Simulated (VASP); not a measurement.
Calculation: PBE GGA, VASP's PBE PAW potentials (set 64) (plane waves; VASP 6.6.1).

The input files of a VASP run:

**POSCAR**
```
SbSi62
1
   10.9370747000     0.0000000000     0.0000000000
    0.0000000000    10.9370747000     0.0000000000
   -0.0000000000    -0.0000000000    10.9370747000
Si Sb
62 1
Direct
  0.5000000000   0.0000000000   0.0000000000
  0.6250000000   0.1250000000   0.1250000000
  0.7500000000   0.2500000000   0.0000000000
  0.8750000000   0.3750000000   0.1250000000
  0.7500000000   0.0000000000   0.2500000000
  0.8750000000   0.1250000000   0.3750000000
  0.0000000000   0.0000000000   0.0000000000
  0.1250000000   0.1250000000   0.1250000000
  0.2500000000   0.2500000000   0.0000000000
  0.3750000000   0.3750000000   0.1250000000
  0.5000000000   0.5000000000   0.0000000000
  0.6250000000   0.6250000000   0.1250000000
  0.7500000000   0.7500000000   0.0000000000
  0.8750000000   0.8750000000   0.1250000000
  0.2500000000   0.0000000000   0.2500000000
  0.3750000000   0.1250000000   0.3750000000
  0.4992180000   0.2469110000   0.2472050000
  0.7472120000   0.5032460000   0.2517400000
  0.8750000000   0.6250000000   0.3750000000
  0.5000000000   0.0000000000   0.5000000000
  0.6250000000   0.1250000000   0.6250000000
  0.7460800000   0.2477290000   0.4956600000
  0.8750000000   0.3750000000   0.6250000000
  0.7500000000   0.0000000000   0.7500000000
  0.8750000000   0.1250000000   0.8750000000
  0.0000000000   0.5000000000   0.0000000000
  0.1250000000   0.6250000000   0.1250000000
  0.2500000000   0.7500000000   0.0000000000
  0.3750000000   0.8750000000   0.1250000000
  0.0000000000   0.2500000000   0.2500000000
  0.1250000000   0.3750000000   0.3750000000
  0.2500000000   0.5000000000   0.2500000000
  0.3750000000   0.6250000000   0.3750000000
  0.5000000000   0.7500000000   0.2500000000
  0.6250000000   0.8750000000   0.3750000000
  0.0000000000   0.0000000000   0.5000000000
  0.1250000000   0.1250000000   0.6250000000
  0.2500000000   0.2500000000   0.5000000000
  0.3750000000   0.3750000000   0.6250000000
  0.6250000000   0.6250000000   0.6250000000
  0.7500000000   0.7500000000   0.5000000000
  0.8750000000   0.8750000000   0.6250000000
  0.2500000000   0.0000000000   0.7500000000
  0.3750000000   0.1250000000   0.8750000000
  0.5000000000   0.2500000000   0.7500000000
  0.6250000000   0.3750000000   0.8750000000
  0.7500000000   0.5000000000   0.7500000000
  0.8750000000   0.6250000000   0.8750000000
  0.0000000000   0.7500000000   0.2500000000
  0.1250000000   0.8750000000   0.3750000000
  0.0000000000   0.5000000000   0.5000000000
  0.1250000000   0.6250000000   0.6250000000
  0.2500000000   0.7500000000   0.5000000000
  0.3750000000   0.8750000000   0.6250000000
  0.0000000000   0.2500000000   0.7500000000
  0.1250000000   0.3750000000   0.8750000000
  0.2500000000   0.5000000000   0.7500000000
  0.3750000000   0.6250000000   0.8750000000
  0.5000000000   0.7500000000   0.7500000000
  0.6250000000   0.8750000000   0.8750000000
  0.0000000000   0.7500000000   0.7500000000
  0.1250000000   0.8750000000   0.8750000000
  0.4974110000   0.5011760000   0.4967900000
```

### INCAR
```
! general
SYSTEM   =  SbSi62
PREC     =  Normal
ENCUT    =  400
LREAL    =  Auto
LASPH    =  T
ISYM     =  0
NELECT   =  252.0

! electronic loop
EDIFF    =  1E-5
NELM     =  100
NELMIN   =  4
ALGO     =  Fast
LMAXMIX  =  4

! smearing
ISMEAR   =  0
SIGMA    =  0.05

! functional
GGA      =  PE

! ions
IBRION   =  2
NSW      =  70
ISIF     =  2
EDIFFG   =  -0.03

! output
LWAVE    =  T
LCHARG   =  F
```

File KPOINTS:
```
Automatic mesh
0
Gamma
1 1 1
0 0 0
```

POTCAR, in this order: Si Sb (PBE.64 set). Program: vasp_gam.

What VASP printed:

### OSZICAR
```
...
RMM:   4    -0.337348632199E+03   -0.39300E-04   -0.54775E-04   325   0.536E-02    0.217E-02
RMM:   5    -0.337348641503E+03   -0.93034E-05   -0.10264E-04   296   0.227E-02    0.110E-02
RMM:   6    -0.337348643274E+03   -0.17711E-05   -0.18782E-05   203   0.103E-02
  18 F= -.33734864E+03 E0= -.33734864E+03  d E =-.713285E-02
       N       E                     dE             d eps       ncg     rms          rms(c)
DAV:   1    -0.337351323849E+03   -0.26823E-02   -0.17558E-01   316   0.760E-01    0.134E-01
RMM:   2    -0.337351954583E+03   -0.63073E-03   -0.74792E-03   316   0.190E-01    0.658E-02
RMM:   3    -0.337352095637E+03   -0.14105E-03   -0.16524E-03   326   0.868E-02    0.356E-02
RMM:   4    -0.337352118902E+03   -0.23265E-04   -0.29105E-04   327   0.392E-02    0.162E-02
RMM:   5    -0.337352123873E+03   -0.49713E-05   -0.51704E-05   237   0.162E-02
  19 F= -.33735212E+03 E0= -.33735212E+03  d E =-.348060E-02
       N       E                     dE             d eps       ncg     rms          rms(c)
DAV:   1    -0.337348134783E+03    0.39841E-02   -0.15798E+00   316   0.228E+00    0.400E-01
RMM:   2    -0.337353709270E+03   -0.55745E-02   -0.67210E-02   316   0.570E-01    0.197E-01
RMM:   3    -0.337354968164E+03   -0.12589E-02   -0.14826E-02   326   0.261E-01    0.105E-01
RMM:   4    -0.337355171340E+03   -0.20318E-03   -0.25925E-03   327   0.118E-01    0.453E-02
RMM:   5    -0.337355218124E+03   -0.46784E-04   -0.49547E-04   354   0.492E-02    0.224E-02
RMM:   6    -0.337355226771E+03   -0.86470E-05   -0.83991E-05   270   0.208E-02
  20 F= -.33735523E+03 E0= -.33735523E+03  d E =-.658350E-02
       N       E                     dE             d eps       ncg     rms          rms(c)
DAV:   1    -0.337357856460E+03   -0.26383E-02   -0.25258E-01   352   0.896E-01    0.154E-01
RMM:   2    -0.337358686980E+03   -0.83052E-03   -0.10588E-02   316   0.226E-01    0.756E-02
RMM:   3    -0.337358885638E+03   -0.19866E-03   -0.23469E-03   327   0.103E-01    0.428E-02
RMM:   4    -0.337358914631E+03   -0.28993E-04   -0.39801E-04   327   0.461E-02    0.182E-02
RMM:   5    -0.337358922152E+03   -0.75208E-05   -0.75717E-05   264   0.195E-02
  21 F= -.33735892E+03 E0= -.33735892E+03  d E =-.369538E-02
       N       E                     dE             d eps       ncg     rms          rms(c)
DAV:   1    -0.337360212479E+03   -0.12978E-02   -0.32219E-01   316   0.101E+00    0.175E-01
RMM:   2    -0.337361257897E+03   -0.10454E-02   -0.13530E-02   316   0.256E-01    0.854E-02
RMM:   3    -0.337361510730E+03   -0.25283E-03   -0.29853E-03   326   0.117E-01    0.485E-02
RMM:   4    -0.337361548379E+03   -0.37649E-04   -0.51540E-04   328   0.525E-02    0.206E-02
RMM:   5    -0.337361558053E+03   -0.96743E-05   -0.99274E-05   291   0.222E-02
  22 F= -.33736156E+03 E0= -.33736156E+03  d E =-.633128E-02
       N       E                     dE             d eps       ncg     rms          rms(c)
DAV:   1    -0.337356833723E+03    0.47147E-02   -0.12883E+00   316   0.202E+00    0.349E-01
RMM:   2    -0.337360958424E+03   -0.41247E-02   -0.54007E-02   316   0.511E-01    0.170E-01
RMM:   3    -0.337361972081E+03   -0.10137E-02   -0.11875E-02   326   0.233E-01    0.961E-02
RMM:   4    -0.337362112710E+03   -0.14063E-03   -0.20170E-03   325   0.105E-01    0.385E-02
RMM:   5    -0.337362152493E+03   -0.39783E-04   -0.41912E-04   357   0.449E-02    0.234E-02
RMM:   6    -0.337362158963E+03   -0.64699E-05   -0.66497E-05   263   0.182E-02
  23 F= -.33736216E+03 E0= -.33736216E+03  d E =-.693219E-02
       N       E                     dE             d eps       ncg     rms          rms(c)
DAV:   1    -0.337364521858E+03   -0.23694E-02   -0.40691E-01   328   0.114E+00    0.188E-01
RMM:   2    -0.337365755048E+03   -0.12332E-02   -0.16525E-02   316   0.283E-01    0.926E-02
RMM:   3    -0.337366088342E+03   -0.33329E-03   -0.37708E-03   326   0.129E-01    0.547E-02
RMM:   4    -0.337366134053E+03   -0.45711E-04   -0.63667E-04   329   0.582E-02    0.210E-02
RMM:   5    -0.337366145634E+03   -0.11581E-04   -0.12533E-04   312   0.251E-02    0.131E-02
RMM:   6    -0.337366147849E+03   -0.22143E-05   -0.22748E-05   208   0.109E-02
  24 F= -.33736615E+03 E0= -.33736615E+03  d E =-.398889E-02
       N       E                     dE             d eps       ncg     rms          rms(c)
DAV:   1    -0.337364192390E+03    0.19532E-02   -0.10004E+00   316   0.178E+00    0.293E-01
RMM:   2    -0.337367208773E+03   -0.30164E-02   -0.40617E-02   316   0.444E-01    0.144E-01
RMM:   3    -0.337368025298E+03   -0.81653E-03   -0.91860E-03   325   0.203E-01    0.852E-02
RMM:   4    -0.337368135120E+03   -0.10982E-03   -0.15682E-03   329   0.919E-02    0.314E-02
RMM:   5    -0.337368164221E+03   -0.29100E-04   -0.32250E-04   345   0.398E-02    0.204E-02
RMM:   6    -0.337368168679E+03   -0.44583E-05   -0.51088E-05   249   0.163E-02
  25 F= -.33736817E+03 E0= -.33736817E+03  d E =-.600972E-02
       N       E                     dE             d eps       ncg     rms          rms(c)
DAV:   1    -0.337370791872E+03   -0.26277E-02   -0.78357E-02   360   0.516E-01    0.105E-01
RMM:   2    -0.337371055443E+03   -0.26357E-03   -0.34902E-03   316   0.133E-01    0.435E-02
RMM:   3    -0.337371117180E+03   -0.61737E-04   -0.73868E-04   320   0.616E-02    0.245E-02
RMM:   4    -0.337371127764E+03   -0.10585E-04   -0.13440E-04   330   0.278E-02    0.114E-02
RMM:   5    -0.337371129824E+03   -0.20594E-05   -0.23465E-05   201   0.121E-02
  26 F= -.33737113E+03 E0= -.33737113E+03  d E =-.296114E-02
       N       E                     dE             d eps       ncg     rms          rms(c)
DAV:   1    -0.337372113244E+03   -0.98548E-03   -0.16109E-01   324   0.739E-01    0.149E-01
RMM:   2    -0.337372653848E+03   -0.54060E-03   -0.71661E-03   316   0.191E-01    0.624E-02
RMM:   3    -0.337372779822E+03   -0.12597E-03   -0.15116E-03   320   0.886E-02    0.352E-02
RMM:   4    -0.337372801129E+03   -0.21306E-04   -0.27652E-04   340   0.400E-02    0.164E-02
RMM:   5    -0.337372805297E+03   -0.41680E-05   -0.49051E-05   253   0.170E-02
  27 F= -.33737281E+03 E0= -.33737281E+03  d E =-.463662E-02
       N       E                     dE             d eps       ncg     rms          rms(c)
DAV:   1    -0.337374743559E+03   -0.19424E-02   -0.79170E-02   324   0.521E-01    0.105E-01
RMM:   2    -0.337375038923E+03   -0.29536E-03   -0.36372E-03   316   0.135E-01    0.445E-02
RMM:   3    -0.337375098952E+03   -0.60028E-04   -0.74074E-04   320   0.631E-02    0.243E-02
RMM:   4    -0.337375108992E+03   -0.10040E-04   -0.13632E-04   331   0.287E-02    0.117E-02
RMM:   5    -0.337375111082E+03   -0.20899E-05   -0.23325E-05   198   0.122E-02
  28 F= -.33737511E+03 E0= -.33737511E+03  d E =-.230579E-02
       N       E                     dE             d eps       ncg     rms          rms(c)
DAV:   1    -0.337375463225E+03   -0.35423E-03   -0.55138E-02   352   0.434E-01    0.879E-02
RMM:   2    -0.337375670361E+03   -0.20714E-03   -0.25455E-03   316   0.113E-01    0.372E-02
RMM:   3    -0.337375712896E+03   -0.42534E-04   -0.52119E-04   320   0.530E-02    0.203E-02
RMM:   4    -0.337375720151E+03   -0.72556E-05   -0.96255E-05   318   0.242E-02
  29 F= -.33737572E+03 E0= -.33737572E+03  d E =-.291485E-02
       N       E                     dE             d eps       ncg     rms          rms(c)
DAV:   1    -0.337376473539E+03   -0.76064E-03   -0.47399E-02   316   0.413E-01    0.809E-02
RMM:   2    -0.337376674814E+03   -0.20127E-03   -0.22879E-03   316   0.106E-01    0.352E-02
RMM:   3    -0.337376715168E+03   -0.40354E-04   -0.46340E-04   320   0.498E-02    0.193E-02
RMM:   4    -0.337376722854E+03   -0.76861E-05   -0.93080E-05   318   0.231E-02
  30 F= -.33737672E+03 E0= -.33737672E+03  d E =-.100270E-02
```

File OUTCAR:
```
------------------------ aborting loop because EDIFF is reached ----------------------------------------
  FORCE on cell =-STRESS in cart. coord.  units (eV):
  Direction    XX          YY          ZZ          XY          YZ          ZX
  --------------------------------------------------------------------------------------
  Total       -2.2906516     -2.3365095     -2.2900487     -0.2956737      0.1940088     -0.2178401
  in kB       -2.8052146     -2.8613738     -2.8044763     -0.3620927      0.2375902     -0.2667748
  external PRESSURE =      -2.8236882 kB  Pullay stress =       0.0000000 kB
  volume of cell :     1308.29
      direct lattice vectors                 reciprocal lattice vectors
    10.937074700  0.000000000  0.000000000     0.091432127  0.000000000  0.000000000
     0.000000000 10.937074700  0.000000000     0.000000000  0.091432127  0.000000000
     0.000000000  0.000000000 10.937074700     0.000000000  0.000000000  0.091432127
 POSITION                                       TOTAL-FORCE (eV/Angst)
 -----------------------------------------------------------------------------------
      5.48250     10.91196     10.91197        -0.005403      0.005866      0.006516
      6.82681      1.36476      1.36304         0.005251     -0.006129     -0.008590
      8.18482      2.74658      0.01807         0.005715      0.003647     -0.000093
      9.57394      4.10413      1.35650         0.002429     -0.004733      0.003582
      8.18445      0.02293      2.74855         0.006806     -0.004309     -0.004891
      9.57648      1.35904      4.10612        -0.001079     -0.000492     -0.007704
     10.92681      0.00831      0.00741         0.006824     -0.006950     -0.005617
      1.34159      1.38456      1.38298        -0.002294     -0.010923     -0.013530
      2.73384      2.71712      0.01640        -0.003425     -0.011312      0.000829
      4.06488      4.15620      1.36681         0.005020     -0.002220     -0.004072
      5.45475      5.47965     10.93288        -0.001265      0.001236      0.006006
      6.78079      6.86831      1.36593         0.001930     -0.002348     -0.004791
      8.21896      8.20271      0.01704         0.005696     -0.002837      0.001756
      9.54933      9.59604      1.38366         0.013432      0.000539     -0.007962
      2.73593      0.01817      2.71314        -0.001919      0.000746     -0.006766
      4.06644      1.37051      4.15221         0.005574     -0.007725     -0.002503
      5.26343      2.58358      2.57800        -0.007947     -0.010483     -0.000101
      8.36077      5.67319      2.57015         0.007526      0.006695      0.004095
      9.56426      6.86803      4.15268         0.013485     -0.002096     -0.005814
      5.45553     10.93682      5.47688        -0.005278      0.003226      0.001445
      6.77947      1.36805      6.86848         0.012469     -0.001649     -0.005205
      8.37053      2.56869      5.68360        -0.008072      0.006460      0.001367
      9.56860      4.15938      6.87143        -0.000603     -0.009275     -0.009367
      8.21976      0.01664      8.19787         0.004522     -0.000601      0.004480
      9.55045      1.38217      9.59235         0.009470     -0.003558     -0.002505
      0.02518      5.45138     10.90864        -0.008146      0.005698      0.004890
      1.33626      6.83771      1.35876         0.005716     -0.002928     -0.002182
      2.72319      8.20994      0.01278        -0.007726      0.011123      0.007508
      4.09641      9.59660      1.35848         0.006483     -0.004488     -0.001109
     10.91346      2.74816      2.74663        -0.000357     -0.001654     -0.006099
      1.35196      4.10906      4.10743         0.003425     -0.002379     -0.011743
      2.70139      5.49734      2.74253        -0.005906     -0.001456     -0.004531
      4.09058      6.84449      4.07677        -0.009677      0.011276     -0.011464
      5.43853      8.23139      2.74120        -0.001833      0.009304     -0.002907
      6.82422      9.58189      4.10718         0.006321     -0.002575     -0.010123
      0.02666     10.90704      5.44897        -0.006539      0.009652      0.009587
      1.33654      1.35918      6.83504         0.001739     -0.005184      0.002444
      2.69990      2.74303      5.49435         0.002069     -0.007596     -0.000584
      4.08545      4.07482      6.84650        -0.010282     -0.004889      0.015013
      6.85764      6.85079      6.85042         0.007687      0.012606      0.012193
      8.18973      8.23305      5.49431         0.001201     -0.002186      0.004139
      9.57450      9.59664      6.83453         0.005934      0.000808      0.001995
      2.72377      0.01567      8.20920        -0.004984      0.007770      0.009225
      4.09630      1.35992      9.59857         0.002932     -0.000223     -0.006546
      5.43726      2.74234      8.23243        -0.006256     -0.003049      0.003236
      6.82463      4.10857      9.57983         0.004002     -0.004801      0.001664
      8.19148      5.49941      8.23568        -0.000288      0.001797     -0.003261
      9.57634      6.84049      9.59864         0.002577     -0.006195     -0.004726
     10.91527      8.19973      2.71278        -0.002956      0.004465     -0.004022
      1.39223      9.54276      4.08257        -0.003326      0.004711      0.000768
     10.93688      5.48103      5.47701        -0.005915     -0.001944      0.005044
      1.35284      6.84867      6.84459        -0.003110     -0.002374      0.003045
      2.75304      8.18422      5.49520        -0.014198      0.014231      0.004858
      4.08663      9.58577      6.84573         0.004996      0.000612      0.000390
     10.91718      2.71390      8.19838        -0.008735     -0.005350      0.005849
      1.39001      4.08666      9.54260        -0.005649     -0.010927      0.002199
      2.74895      5.49812      8.18274        -0.009348      0.005887      0.008366
      4.08625      6.84841      9.58176         0.001570     -0.002924      0.000301
      5.43469      8.18986      8.18641         0.002220      0.001766      0.003274
      6.84782      9.54722      9.54542         0.011593      0.010289      0.005873
     10.92078      8.21054      8.20736        -0.012279      0.004909      0.009192
      1.35639      9.57762      9.57520         0.004448     -0.003140      0.002016
      5.81913      5.11671      5.12301        -0.016264      0.018582      0.005665
 -----------------------------------------------------------------------------------
    total drift:                               -0.011501     -0.044650     -0.058886
  FREE ENERGIE OF THE ION-ELECTRON SYSTEM (eV)
  ---------------------------------------------------
  free  energy   TOTEN  =      -337.3767228544 eV

  energy  without entropy=     -337.3767228532  energy(sigma->0) =     -337.37672285

 reached required accuracy - stopping structural energy minimisation
```
(Selected blocks of OUTCAR.)

File CONTCAR:
```
SbSi62
   1.00000000000000
    10.9370747000000001    0.0000000000000000    0.0000000000000000
     0.0000000000000000   10.9370747000000001    0.0000000000000000
     0.0000000000000000    0.0000000000000000   10.9370747000000001
  Si              Sb
    62     1
Direct
     0.5012763566211966    0.9977036572296920    0.9977043240651555
     0.6241896730931429    0.1247826217675789    0.1246255834492333
     0.7483555381568946    0.2511252944464931    0.0016517753019893
     0.8753657333103498    0.3752493079225819    0.1240272943910583
     0.7483220798686055    0.0020964899640605    0.2513058113261871
     0.8755978441715511    0.1242601214936872    0.3754315791384605
     0.9990614086857582    0.0007596399504158    0.0006771216072148
     0.1226642909434944    0.1265937218826515    0.1264491288491116
     0.2499612338923865    0.2484319933661856    0.0014992641180987
     0.3716605138030306    0.3800097680006100    0.1249704233693506
     0.4987397578340311    0.5010162487023857    0.9996167917521573
     0.6199824534301814    0.6279837426380128    0.1248900051776689
     0.7514766577178896    0.7499913738761023    0.0015582727619478
     0.8731153559803433    0.8773865126485407    0.1265110447046124
     0.2501518392281615    0.0016615165313544    0.2480682670407189
     0.3718036923162990    0.1253085262697941    0.3796452971016368
     0.4812462146674460    0.2362217619874284    0.2357119281608266
     0.7644429158430812    0.5187119075266532    0.2349945409471471
     0.8744802949970280    0.6279586120872936    0.3796887105112172
     0.4988111224207689    0.9999771256229143    0.5007624020845906
     0.6198614758532289    0.1250834957426198    0.6279993855897169
     0.7653351474555725    0.2348609194117318    0.5196640744882213
     0.8748770383771646    0.3803014024768473    0.6282690640818059
     0.7515502168938888    0.0015216025401678    0.7495482405461386
     0.8732182957708384    0.1263750259767787    0.8770493238744000
     0.0023023515054766    0.4984313438963376    0.9973997559882906
     0.1221769874776820    0.6251861252008895    0.1242341189113092
     0.2489874473591055    0.7506519776192669    0.0011680619989899
     0.3745438618527957    0.8774379881481542    0.1242090542499909
     0.9978405079462741    0.2512698363647883    0.2511302773763134
     0.1236123738312543    0.3756996982136042    0.3755513114230151
     0.2469941937582686    0.5026337528636259    0.2507551956446833
     0.3740108846386730    0.6258062140693652    0.3727477270830525
     0.4972568104092935    0.7526138719911548    0.2506339603842705
     0.6239531764965547    0.8760921391172010    0.3755286014011259
     0.0024380013690980    0.9972542921692028    0.4982113709653527
     0.1222028581984064    0.1242726501861064    0.6249419266540028
     0.2468578264894343    0.2508006205055121    0.5023604724461596
     0.3735415180944009    0.3725693422037783    0.6259897798891420
     0.6270088942341308    0.6263826870624712    0.6263486846645375
     0.7488039861094418    0.7527653118113884    0.5023567832411679
     0.8754172413526643    0.8774413932318634    0.6248954265285597
     0.2490402773081112    0.0014331093417010    0.7505843218660051
     0.3745330150558520    0.1243399625744678    0.8776178919008079
     0.4971400799044259    0.2507379041567294    0.7527087371555928
     0.6239907931667739    0.3756550612992519    0.8759042432986132
     0.7489644841415399    0.5028228862981748    0.7530056598521201
     0.8755851594937066    0.6254404262154603    0.8776241828894189
     0.9980065889124086    0.7497190829888416    0.2480350303496392
     0.1272949900910815    0.8725145325402055    0.3732776072123621
     0.9999818353160471    0.5011420092752469    0.5007750762107841
     0.1236928537136448    0.6261885170342406    0.6258155696442083
     0.2517166307191206    0.7483006094839079    0.5024380110516106
     0.3736494438055696    0.8764476038746393    0.6259197214702250
     0.9981809718434139    0.2481379479308382    0.7495956587577163
     0.1270919552701105    0.3736517506542649    0.8725005831955874
     0.2513427011638316    0.5027046156360477    0.7481653955790246
     0.3736141056561425    0.6261651253094382    0.8760810317990407
     0.4969053063331478    0.7488162569926778    0.7485013053271686
     0.6261110454371625    0.8729223701975790    0.8727580748956463
     0.9985098830599485    0.7507069876409039    0.7504162082057320
     0.1240173758666015    0.8757020018282888    0.8754810283406674
     0.5320554312860698    0.4678316040097957    0.4684074977093976
```

The cell is charged, with a uniform compensating background. The supercell is sampled at Γ alone, which is coarse: total energies, pressure and levels can be off, energies of defects by several tenths of an eV.

The cell is a supercell with a defect, built from Si (diamond): Sb_Si-vac_Si, charge +1. The run is not spin-polarised, so no state with unpaired spins was tried.
